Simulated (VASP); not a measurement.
Method: PBE GGA, VASP's PBE PAW potentials (set 64) (plane waves; VASP 6.6.1).

A VASP calculation is set up with these files.

### POSCAR
```
Ni3Fe
7.2303440
  0.4911923969   0.0000000000   0.0000000000
  0.0000000000   0.4857609818   0.0000000000
  0.0000000000   0.0000000000   0.5000000000
Fe Ni
1 3
Cartesian
  0.0000000000   0.0000000000   0.0000000000
  0.0000000000   0.2428804909   0.2500000000
  0.2455961985   0.0000000000   0.2500000000
  0.2536581393   0.2428804909   0.0000000000
```

### INCAR
```
SYSTEM = Ni3Fe
PREC = Accurate; ENCUT = 400; LREAL = .FALSE.
LASPH = .TRUE.
EDIFF = 1E-6; NELM = 100; ALGO = Normal
LMAXMIX = 4
ISMEAR = 1; SIGMA = 0.1
GGA = PE
MAGMOM = 3.0 0.7 0.7 0.7
ISPIN = 2; NUPDOWN = 0
ISIF = 2
LWAVE = .FALSE.; LCHARG = .FALSE.; LORBIT = 10
```

### KPOINTS
```
Automatic mesh
0
Gamma
8 8 8
0 0 0
```

POTCAR, in this order: Fe Ni (PBE.64 set). Program: vasp_std.

What VASP printed:

OSZICAR:
```
       N       E                     dE             d eps       ncg     rms          rms(c)
DAV:   1     0.217866458735E+03    0.21787E+03   -0.14578E+04 13424   0.169E+03
DAV:   2    -0.158361436969E+02   -0.23370E+03   -0.22514E+03 13048   0.333E+02
DAV:   3    -0.271404447143E+02   -0.11304E+02   -0.10819E+02 13430   0.102E+02
DAV:   4    -0.272909663986E+02   -0.15052E+00   -0.15009E+00 14140   0.122E+01
DAV:   5    -0.272953363583E+02   -0.43700E-02   -0.43696E-02 17870   0.169E+00    0.252E+01
DAV:   6    -0.250379856902E+02    0.22574E+01   -0.41036E+01 13370   0.941E+01    0.129E+01
DAV:   7    -0.239762329115E+02    0.10618E+01   -0.70212E+00 13590   0.405E+01    0.467E+00
DAV:   8    -0.242813300047E+02   -0.30510E+00   -0.24311E+00 14336   0.371E+01    0.784E+00
DAV:   9    -0.239575478562E+02    0.32378E+00   -0.93626E-01 15318   0.249E+01    0.297E+00
DAV:  10    -0.239390117114E+02    0.18536E-01   -0.19743E-01 17990   0.107E+01    0.184E+00
DAV:  11    -0.239398832889E+02   -0.87158E-03   -0.71877E-02 17488   0.424E+00    0.103E+00
DAV:  12    -0.239382317969E+02    0.16515E-02   -0.13961E-02 17442   0.308E+00    0.767E-01
DAV:  13    -0.239368934814E+02    0.13383E-02   -0.69105E-03 19532   0.160E+00    0.364E-01
DAV:  14    -0.239371809001E+02   -0.28742E-03   -0.14699E-03 17744   0.578E-01    0.135E-01
DAV:  15    -0.239371694076E+02    0.11493E-04   -0.26881E-04 17182   0.338E-01    0.480E-02
DAV:  16    -0.239371983774E+02   -0.28970E-04   -0.13257E-04 19178   0.137E-01    0.179E-02
DAV:  17    -0.239371999350E+02   -0.15576E-05   -0.89562E-06 16964   0.406E-02    0.940E-03
DAV:  18    -0.239371984632E+02    0.14718E-05   -0.13525E-06  7056   0.243E-02    0.452E-03
DAV:  19    -0.239371985219E+02   -0.58684E-07   -0.82652E-07  6952   0.102E-02
   1 F= -.23937199E+02 E0= -.23937729E+02  d E =0.159061E-02  mag=     0.0000
```

OUTCAR:
```
------------------------ aborting loop because EDIFF is reached ----------------------------------------
  FORCE on cell =-STRESS in cart. coord.  units (eV):
  Direction    XX          YY          ZZ          XY          YZ          ZX
  --------------------------------------------------------------------------------------
  Total       -2.0273955     -1.7429396     -2.5935787      0.0000000      0.0000000      0.0000000
  in kB      -72.0324045    -61.9258217    -92.1486254      0.0000000      0.0000000      0.0000000
  external PRESSURE =     -75.3689505 kB  Pullay stress =       0.0000000 kB
  volume of cell :       45.09
      direct lattice vectors                 reciprocal lattice vectors
     3.551490000  0.000000000  0.000000000     0.281571960  0.000000000  0.000000000
     0.000000000  3.512219000  0.000000000     0.000000000  0.284720287  0.000000000
     0.000000000  0.000000000  3.615172000     0.000000000  0.000000000  0.276612012
 POSITION                                       TOTAL-FORCE (eV/Angst)
 -----------------------------------------------------------------------------------
      0.00000      0.00000      0.00000         0.211914      0.000000      0.000000
      0.00000      1.75611      1.80759         0.199884      0.000000      0.000000
      1.77574      0.00000      1.80759         0.031547      0.000000      0.000000
      1.83404      1.75611      0.00000        -0.443345      0.000000      0.000000
 -----------------------------------------------------------------------------------
    total drift:                                0.000375     -0.000000     -0.000017
  FREE ENERGIE OF THE ION-ELECTRON SYSTEM (eV)
  ---------------------------------------------------
  free  energy   TOTEN  =       -23.9371985219 eV

  energy  without entropy=      -23.9387891297  energy(sigma->0) =      -23.93772872

 total charge

# of ion       s       p       d       tot
------------------------------------------
    1        0.454   0.469   6.217   7.140
    2        0.496   0.496   8.300   9.291
    3        0.494   0.494   8.299   9.288
    4        0.497   0.497   8.301   9.295
--------------------------------------------------
tot          1.941   1.956  31.117  35.014

 magnetization (x)

# of ion       s       p       d       tot
------------------------------------------
    1        0.012   0.012   0.804   0.827
    2       -0.003  -0.003  -0.280  -0.285
    3       -0.003  -0.003  -0.300  -0.305
    4       -0.003  -0.002  -0.253  -0.258
--------------------------------------------------
tot          0.004   0.004  -0.028  -0.020
```
(Selected blocks of OUTCAR.)

The compound is Ni3Fe in the L1_2 structure. The cell was not relaxed at this level, atoms are displaced from their ideal sites. The run is one of a series of settings (NUPDOWN = 0 against the base run), some of them coarse on purpose.
